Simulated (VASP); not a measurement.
# Ti2RuC3 (P4/mmm) in VASP: relaxation of cell and atoms with PBE

Aim: the relaxation of cell and atoms of Ti2RuC3 with PBE.

Everything below comes from runs of VASP 6.6.1. Logs are shortened: lines on timing, memory, paths and dates and some standing lists are left out, and cuts for length are marked.

### Step 1. The crystal as given

It takes space group P4/mmm (No. 123, tetragonal). The conventional cell has a = 2.934 Å, b = 2.934 Å, c = 8.771 Å, α = 90.00°, β = 90.00°, γ = 90.00°. Ti (site symmetry 4mm) is surrounded by 8 C at 2.46 to 2.53 Å. Around Ru (site symmetry 4/mmm) lie 8 C at 2.63 Å and 2 Ti at 2.93 Å and 4 Ru at 2.93 Å. C (site symmetry 4mm) is surrounded by 4 Ti at 2.46 Å and 4 Ru at 2.63 Å and 1 C at 2.77 Å. Around C (site symmetry 4/mmm) lie 8 Ti at 2.53 Å and 2 C at 2.77 Å.

The cell was built by a generator and needn't be a form met in nature.

### Step 2. Relaxation of cell and atoms, PBE

Contents of INCAR:

```
SYSTEM = Ti2RuC3
PREC = Normal ; ENCUT = 520
EDIFF = 1E-4 ; ISMEAR = 0
SIGMA = 0.15 ; LREAL = .FALSE.
LASPH = .TRUE. ; NELM = 60
ALGO = Fast ; ISIF = 3
LWAVE = .FALSE. ; LCHARG = .FALSE.
GGA = PE ; IBRION = 2
NSW = 24 ; EDIFFG = -0.08
```

Contents of KPOINTS:

```
regular mesh
0
G
  6 6 2
  0 0 0
```

Contents of POSCAR:

```
Ti2RuC3
1.0
    2.9336355600      0.0000000000      0.0000000000
    0.0000000000      2.9336355600      0.0000000000
    0.0000000000      0.0000000000      8.7707143900
Ti Ru C
2 1 3
Direct
    0.0000000000      0.0000000000      0.3342649900
    0.0000000000      0.0000000000      0.6657350100
    0.0000000000      0.0000000000      0.0000000000
    0.5000000000      0.5000000000      0.1837450000
    0.5000000000      0.5000000000      0.5000000000
    0.5000000000      0.5000000000      0.8162550000
```

Potentials or basis: VASP PAW PBE potentials, release 64 (Ti_sv, Ru_pv, C).

Command:

```
$ cat potpaw_PBE.64/Ti_sv/POTCAR potpaw_PBE.64/Ru_pv/POTCAR potpaw_PBE.64/C/POTCAR > POTCAR
$ mpirun -np 1 vasp_std > vasp.out
```

OUTCAR:

```text
SYSTEM = Ti2RuC3
   PREC = Normal
   ENCUT = 520
   EDIFF = 1E-4
   ISMEAR = 0
   LREAL = .FALSE.
   LASPH = .TRUE.
   NELM = 60
   ISIF = 3
   GGA = PE
   IBRION = 2
   NSW = 24
   EDIFFG = -0.08

 ion  position               nearest neighbor table
   1  0.000  0.000  0.334-   4 2.46   4 2.46   4 2.46   4 2.46   2 2.91   3 2.93
   2  0.000  0.000  0.666-   6 2.46   6 2.46   6 2.46   6 2.46   1 2.91   3 2.93
   3  0.000  0.000  0.000-   4 2.63   6 2.63   4 2.63   6 2.63   4 2.63   6 2.63   4 2.63   6 2.63
                             1 2.93   2 2.93
   4  0.500  0.500  0.184-   1 2.46   1 2.46   1 2.46   1 2.46   3 2.63   3 2.63   3 2.63   3 2.63

   5  0.500  0.500  0.500-
   6  0.500  0.500  0.816-   2 2.46   2 2.46   2 2.46   2 2.46   3 2.63   3 2.63   3 2.63   3 2.63

  LATTYP: Found a simple tetragonal cell.
 ALAT       =     2.9336355600
 C/A-ratio  =     2.9897082342

  Lattice vectors:

 A1 = (   2.9336355600,   0.0000000000,   0.0000000000)
 A2 = (   0.0000000000,   2.9336355600,   0.0000000000)
 A3 = (   0.0000000000,   0.0000000000,   8.7707143900)

Analysis of symmetry for initial positions (statically):
=====================================================================
 Subroutine PRICEL returns:
 Original cell was already a primitive cell.

 Routine SETGRP: Setting up the symmetry group for a
 simple tetragonal supercell.

 Subroutine GETGRP returns: Found 16 space group operations
 (whereof 16 operations were pure point group operations)
 out of a pool of 16 trial point group operations.

The static configuration has the point symmetry D_4h.

Analysis of symmetry for dynamics (positions and initial velocities):
=====================================================================
 Subroutine PRICEL returns:
 Original cell was already a primitive cell.

 Routine SETGRP: Setting up the symmetry group for a
 simple tetragonal supercell.

 Subroutine GETGRP returns: Found 16 space group operations
 (whereof 16 operations were pure point group operations)
 out of a pool of 16 trial point group operations.

The dynamic configuration has the point symmetry D_4h.

 Subroutine INISYM returns: Found 16 space group operations
 (whereof 16 operations are pure point group operations),
 and found     1 'primitive' translations

----------------------------------------------------------------------------------------

                                     Primitive cell

  volume of cell :      75.4827

  direct lattice vectors                    reciprocal lattice vectors
     2.933635560  0.000000000  0.000000000     0.340873970  0.000000000  0.000000000
     0.000000000  2.933635560  0.000000000     0.000000000  0.340873970  0.000000000
     0.000000000  0.000000000  8.770714390     0.000000000  0.000000000  0.114015798

  length of vectors
     2.933635560  2.933635560  8.770714390     0.340873970  0.340873970  0.114015798

  position of ions in fractional coordinates (direct lattice)
     0.000000000  0.000000000  0.334264990
     0.000000000  0.000000000  0.665735010
     0.000000000  0.000000000  0.000000000
     0.500000000  0.500000000  0.183745000
     0.500000000  0.500000000  0.500000000
     0.500000000  0.500000000  0.816255000

  ion indices of the primitive-cell ions
   primitive index   ion index
                 1           1
                 2           2
                 3           3
                 4           4
                 5           5
                 6           6

----------------------------------------------------------------------------------------

 KPOINTS: regular mesh

Automatic generation of k-mesh.
 Grid dimensions read from file:
 generate k-points for:    6    6    2

 Generating k-lattice:

  Cartesian coordinates                     Fractional coordinates (reciprocal lattice)
     0.056812328  0.000000000  0.000000000     0.166666667  0.000000000  0.000000000
     0.000000000  0.056812328  0.000000000     0.000000000  0.166666667  0.000000000
     0.000000000  0.000000000  0.057007899     0.000000000  0.000000000  0.500000000

  Length of vectors
     0.056812328  0.056812328  0.057007899

  Shift w.r.t. Gamma in fractional coordinates (k-lattice)
     0.000000000  0.000000000  0.000000000

 Subroutine IBZKPT returns following result:
 ===========================================

 Found     20 irreducible k-points:

 Following reciprocal coordinates:
            Coordinates               Weight
  0.000000  0.000000  0.000000      1.000000
  0.166667  0.000000  0.000000      4.000000
  0.333333  0.000000  0.000000      4.000000
  0.500000  0.000000  0.000000      2.000000
  0.166667  0.166667  0.000000      4.000000
  0.333333  0.166667  0.000000      8.000000
[... 12 lines left out ...]
  0.500000  0.333333  0.500000      4.000000
  0.500000  0.500000  0.500000      1.000000
   k-points           NKPTS =     20   k-points in BZ     NKDIM =     20   number of bands    NBANDS=     30
   number of dos      NEDOS =    301   number of ions     NIONS =      6
   total plane-waves  NPLWV =  12800
   dimension x,y,z NGX =    16 NGY =   16 NGZ =   50
   dimension x,y,z NGXF=    32 NGYF=   32 NGZF=  100
   ions per type =               2   1   3
   NGX,Y,Z   is equivalent  to a cutoff of   9.07,  9.07,  9.48 a.u.
   NGXF,Y,Z  is equivalent  to a cutoff of  18.13, 18.13, 18.95 a.u.
 SYSTEM =  Ti2RuC3
   PREC   = normal    normal or accurate (medium, high low for compatibility)
   ISTART =      0    job   : 0-new  1-cont  2-samecut
   ICHARG =      2    charge: 1-file 2-atom 10-const
   ISPIN  =      1    spin polarized calculation?
   LNONCOLLINEAR =      F non collinear calculations
   LSORBIT =      F    spin-orbit coupling
   LASPH  =      T    aspherical Exc in radial PAW
   ENCUT  =  520.0 eV  38.22 Ry    6.18 a.u.   5.45  5.45 16.31*2*pi/ulx,y,z
   NELM   =     60;   NELMIN=  2; NELMDL= -5     # of ELM steps
   EDIFF  = 0.1E-03   stopping-criterion for ELM
   LREAL  =      F    real-space projection
   EDIFFG = -.8E-01   stopping-criterion for IOM
   NSW    =     24    number of steps for IOM
   IBRION =      2    ionic relax: 0-MD 1-quasi-New 2-CG
   NFREE  =      1    steps in history (QN), initial steepest desc. (CG)
   ISIF   =      3    stress and relaxation
   ISYM   =      2    0-nonsym 1-usesym 2-fastsym
   POTIM  = 0.5000    time-step for ionic-motion
   TEBEG  =    0.0;   TEEND  =   0.0 temperature during run
   PSTRESS=    0.0 pullay stress
   NELECT =      50.0000    total number of electrons
   NUPDOWN=      -1.0000    fix difference up-down
   EMIN   =  10.00;   EMAX   =-10.00  energy-range for DOS
   EFERMI =   0.00;   METHOD = LEGACY
   ISMEAR =     0;   SIGMA  =   0.15  broadening in eV -4-tet -1-fermi 0-gaus
   EFERMI_NEDOS =   21; number of points for ismear=-14 and -15
   IALGO  =     68    algorithm
   IMIX   =      4    mixing-type and parameters
     AMIX     =   0.40;   BMIX     =  1.00
     AMIX_MAG =   1.60;   BMIX_MAG =  1.00
  volume/ion in A,a.u.               =      12.58        84.90
  Fermi-wavevector in a.u.,A,eV,Ry     =   1.427082  2.696795 27.709140  2.036564
  Thomas-Fermi vector in A             =   2.547290
   LORBIT       =      0    0 simple, 1 ext, 2 COOP (PROOUT), +10 PAW based schemes
   GGA     = PE    functional components
   LHFCALC =     F    Hartree Fock is set to
   AEXX    =    0.0000 exact exchange contribution
   IVDW    =     0    specifies the selected vdW correction
   LEPSILON=     F    determine dielectric tensor
   LRPA    =     F    only Hartree local field effects (RPA)
 conjugate gradient relaxation of ions
 non-spin polarized calculation
 RMM-DIIS sequential band-by-band and
 Gauss-broadening in eV      SIGMA  =   0.15
  energy-cutoff  :      520.00
  volume of cell :       75.48
 maximum number of plane-waves:      2072
   NGX = 11   NGY = 11   NGZ = 33

--------------------------------------- Ionic step        1  -------------------------------------------

 number of electron      50.0000072 magnetization

 Free energy of the ion-electron system (eV)
  ---------------------------------------------------
  ext. energy  EPLUGINS =         0.00000000
  ---------------------------------------------------
  free energy    TOTEN  =       -46.27852518 eV

  energy without entropy =      -46.21423366  energy(sigma->0) =      -46.24637942

 E-fermi :   7.5494     XC(G=0): -11.9905

 val. band max:        7.5289101827   @ k =   0.1667   0.0000   0.0000
 cond. band min:       7.5675556741   @ k =   0.0000   0.0000   0.5000
 fundamental gap:      0.0386454914
 Fermi energy:         7.5493871363

 k-point     1 :       0.0000    0.0000    0.0000
  band No.  band energies     occupation
      1     -49.6018      2.00000
      2     -49.5812      2.00000
      3     -35.1158      2.00000
      4     -35.0374      2.00000
      5     -35.0374      2.00000
      6     -25.9721      2.00000
[... 762 lines left out ...]
  FREE ENERGIE OF THE ION-ELECTRON SYSTEM (eV)
  ---------------------------------------------------
  free  energy   TOTEN  =       -48.8354223651 eV

  energy  without entropy=      -48.7917295210  energy(sigma->0) =      -48.81357594

[... ionic steps 4 to 8 ...]

--------------------------------------- Ionic step        9  -------------------------------------------

 number of electron      49.9999977 magnetization

------------------------ aborting loop because EDIFF is reached ----------------------------------------

  FORCE on cell =-STRESS in cart. coord.  units (eV):
  Direction    XX          YY          ZZ          XY          YZ          ZX
  --------------------------------------------------------------------------------------
  -------------------------------------------------------------------------------------
  Total        0.2989209      0.2989209     -0.7633219      0.0000000      0.0000000      0.0000000
  in kB        8.2056376      8.2056376    -20.9538483      0.0000000      0.0000000      0.0000000
  external PRESSURE =      -1.5141910 kB  Pullay stress =       0.0000000 kB
[... 65 lines left out ...]
  energy  without entropy=      -49.4789594414  energy(sigma->0) =      -49.49881934

--------------------------------------- Ionic step       11  -------------------------------------------

 number of electron      49.9999980 magnetization

 Free energy of the ion-electron system (eV)
  ---------------------------------------------------
  ext. energy  EPLUGINS =         0.00000000
  ---------------------------------------------------
  free energy    TOTEN  =       -49.52834331 eV

  energy without entropy =      -49.49444756  energy(sigma->0) =      -49.51139543

 E-fermi :  11.1220     XC(G=0): -13.3432

 val. band max:       11.0975626878   @ k =   0.5000   0.1667   0.0000
 cond. band min:      11.1438275001   @ k =   0.5000   0.3333   0.5000
 fundamental gap:      0.0462648123
 Fermi energy:        11.1219840012

 k-point     1 :       0.0000    0.0000    0.0000
  band No.  band energies     occupation
      1     -45.7128      2.00000
      2     -45.6845      2.00000
      3     -32.4914      2.00000
      4     -32.2235      2.00000
      5     -32.2235      2.00000
      6     -22.1919      2.00000
[... 682 lines left out ...]
  FREE ENERGIE OF THE ION-ELECTRON SYSTEM (eV)
  ---------------------------------------------------
  free  energy   TOTEN  =       -49.5283433056 eV

  energy  without entropy=      -49.4944475582  energy(sigma->0) =      -49.51139543

 reached required accuracy - stopping structural energy minimisation
```

It took 2 min on 1 thread of Intel Xeon Platinum 8559C (Emerald Rapids), shared host; peak memory 0.17 GiB.

What came out:

```yaml
Free_energy: -49.5283 eV
Relaxed_volume: 9.70 Å³/atom
Relaxed_cell: a = 2.644 Å, b = 2.644 Å, c = 8.326 Å, α = 90.00°, β = 90.00°, γ = 90.00°
Space_group_after_relaxing_to_0.05_Å: P4/mmm (No. 123)
Energy_gained_by_relaxing: 541.6 meV/atom
Ionic_steps: 11
Pressure_after_relaxing: 0.1 GPa
Largest_force_after_relaxing: 0.078 eV/Å
Band_gap_on_the_k_mesh: none (metal or under the smearing width)
```

Forces in eV/Å, atoms in the order of the input:
```
Ti   0.000  0.000 -0.074
Ti   0.000  0.000  0.074
Ru   0.000  0.000  0.000
C    0.000  0.000  0.078
C    0.000  0.000  0.000
C    0.000  0.000 -0.078
```

Stress tensor (GPa, compression positive):
```
 0.56  0.00  0.00
 0.00  0.56  0.00
 0.00  0.00 -0.74
```

The path:
| step | energy change (eV) | largest force (eV/Å) | pressure (GPa) | volume (Å³) |
| --- | --- | --- | --- | --- |
| 1 | 0.0000 | 1.1808 | -36.50 | 75.48 |
| 2 | -0.7710 | 2.8885 | 70.93 | 48.30 |
| 3 | -2.5569 | 2.2926 | -0.37 | 58.51 |
| 4 | -2.5602 | 2.3213 | 1.39 | 58.11 |
| 5 | -2.9582 | 1.4092 | 3.58 | 57.34 |
| 6 | -3.1063 | 0.2964 | 7.83 | 56.65 |
| 7 | -3.1579 | 0.4365 | -7.51 | 60.48 |
| 8 | -3.2054 | 0.2428 | -2.35 | 58.86 |
| 9 | -3.2388 | 0.2347 | -0.15 | 58.37 |
| 10 | -3.2402 | 0.3309 | -0.30 | 58.44 |
| 11 | -3.2498 | 0.0776 | 0.13 | 58.22 |

Final structure:
```cif
data_structure
_symmetry_space_group_name_H-M 'P 1'
_symmetry_Int_Tables_number 1
_cell_length_a 2.6444
_cell_length_b 2.6444
_cell_length_c 8.3263
_cell_angle_alpha 90.000
_cell_angle_beta 90.000
_cell_angle_gamma 90.000
_cell_volume 58.22
loop_
_atom_site_label
_atom_site_type_symbol
_atom_site_fract_x
_atom_site_fract_y
_atom_site_fract_z
_atom_site_occupancy
Ti1 Ti 0.00000 0.00000 0.32863 1
Ti2 Ti 0.00000 0.00000 0.67137 1
Ru1 Ru 0.00000 0.00000 0.00000 1
C1 C 0.50000 0.50000 0.15110 1
C2 C 0.50000 0.50000 0.50000 1
C3 C 0.50000 0.50000 0.84890 1
```

Caveat: the volume moved by over 15 % at a fixed basis, so the end points are rough; the relaxation stopped at a loose force limit of 0.08 eV/Å, so its end isn't a converged minimum.
